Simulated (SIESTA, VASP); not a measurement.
An input for SIESTA (GGA PBEsol, numerical atomic orbitals DZP, PseudoDojo PBEsol standard norm-conserving potentials (rewritten from UPF to PSML)):

```
# files in the folder: Sc.psml F.psml (PseudoDojo PBEsol standard)
SystemName  ScF3
SystemLabel scf3

NumberOfAtoms                8
NumberOfSpecies              2
%block ChemicalSpeciesLabel
  1 21 Sc
  2 9 F
%endblock ChemicalSpeciesLabel
LatticeConstant              1.0 Ang
%block LatticeVectors
     2.851410000    1.646262000    4.653357000
    -2.851410000    1.646262000    4.653357000
     0.000000000   -3.292525000    4.653357000
%endblock LatticeVectors
AtomicCoordinatesFormat      ScaledCartesian
%block AtomicCoordinatesAndAtomicSpecies
     0.019820151   -0.031666356    6.985512501  1
     0.004299926   -0.025227330    0.080898611  1
     1.366789167   -0.934626515    8.169894232  2
    -1.464683775    0.995504296    5.782382395  2
     0.251839383    1.696108926    8.162514007  2
    -0.152285254   -1.688807109    5.832089555  2
    -1.456597176   -0.729680017    8.068632530  2
     1.430820430    0.718388958    5.778320015  2
%endblock AtomicCoordinatesAndAtomicSpecies

XC.functional                GGA
XC.authors                   PBEsol
PAO.BasisSize                DZP
PAO.EnergyShift              0.01 Ry
MeshCutoff                   400 Ry
%block kgrid.MonkhorstPack
    5   0   0  0.0
    0   5   0  0.0
    0   0   5  0.0
%endblock kgrid.MonkhorstPack
OccupationFunction           FD
ElectronicTemperature        10 K

MaxSCFIterations             150
SCF.Mixer.Method             Pulay
SCF.Mixer.Weight             0.2
SCF.Mixer.History            8
SCF.DM.Tolerance             1.0E-05
Diag.ParallelOverK           true
WriteForces                  true
Charge.Mulliken              end
```

### Question
Write the VASP files for the same calculation.

### Answer
One set of files that does it:

**KPOINTS**
```
kpoints
0
Gamma
5 5 5
```

**INCAR**
```
# general
SYSTEM  = ScF3
PREC    = Accurate
ENCUT   = 400   # plane-wave cut-off (eV)
LREAL   = .False.
LASPH   = .True.   # aspherical one-centre terms

# electronic loop
EDIFF   = 1E-6   # SCF stop (eV)
NELM    = 100   # most electronic steps
ALGO    = Normal
LMAXMIX = 4

# smearing
ISMEAR  = 0   # Gaussian
SIGMA   = 0.01

# functional
GGA     = PS   # PBEsol

# ions
ISIF    = 2

# output
LWAVE   = .False.
LCHARG  = .False.
```

### POSCAR
```
ScF3
1.0
  2.8514100000   1.6462620000   4.6533570000
 -2.8514100000   1.6462620000   4.6533570000
  0.0000000000  -3.2925250000   4.6533570000
Sc F
2 6
Cartesian
  0.0198201509  -0.0316663564   6.9855125012
  0.0042999263  -0.0252273298   0.0808986114
  1.3667891666  -0.9346265147   8.1698942315
 -1.4646837747   0.9955042963   5.7823823955
  0.2518393826   1.6961089258   8.1625140073
 -0.1522852539  -1.6888071086   5.8320895550
 -1.4565971759  -0.7296800170   8.0686325299
  1.4308204295   0.7183889581   5.7783200148
```

POTCAR, in this order: Sc_sv F (PBE.64 set). Program: vasp_std.

Both are inputs of real runs that ended normally. What can't carry over is the choice of potentials or basis and its cut-off, and each code's defaults.

Fixed occupations appear in VASP as a very narrow Gaussian smearing.

The structure comes from a computed database's ScF3 entry; how it stands against other phases isn't given here. The cell was not relaxed at this level, atoms are displaced from their ideal sites, and it may have been scaled.
